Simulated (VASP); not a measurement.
Elastic constants (GPa) of a crystal from r2SCAN meta-GGA, VASP's PBE PAW potentials (set 64) in VASP:

|  | xx | yy | zz | yz | xz | xy |
|---|---|---|---|---|---|---|
| xx | 233.6 | 58.2 | 58.2 | 0.0 | 0.0 | 0.0 |
| yy | 58.2 | 233.6 | 58.2 | 0.0 | 0.0 | 0.0 |
| zz | 58.2 | 58.2 | 233.6 | 0.0 | 0.0 | 0.0 |
| yz | 0.0 | 0.0 | 0.0 | 78.5 | 0.0 | 0.0 |
| xz | 0.0 | 0.0 | 0.0 | 0.0 | 78.5 | 0.0 |
| xy | 0.0 | 0.0 | 0.0 | 0.0 | 0.0 | 78.5 |

Task: Work out the Voigt, Reuss and Hill moduli, Young's modulus and Poisson's ratio.

Result: All eigenvalues are positive (smallest 78.5 GPa), so the crystal is stable. K_V = (C11+C22+C33+2(C12+C13+C23))/9 = (700.8 + 2×174.6)/9 = 116.7 GPa; G_V = (700.8 − 174.6 + 3×235.5)/15 = 82.2 GPa. From the compliances, K_R = 116.7 GPa and G_R = 81.9 GPa. Hill: K = 116.7 GPa, G = 82.1 GPa, E = 9KG/(3K+G) = 199.4 GPa, ν = (3K−2G)/(2(3K+G)) = 0.215. K/G = 1.42, below Pugh's 1.75; universal anisotropy A^U = 0.01.

Task: With a density of 3.35 g/cm³, what are the mean sound speeds?

Result: v_l = √((K+4G/3)/ρ) = 8.22 km/s and v_t = √(G/ρ) = 4.95 km/s. The crystal is CaO (rock salt), cubic.

The compound is CaO in the rock salt structure. The cell was not relaxed at this level.
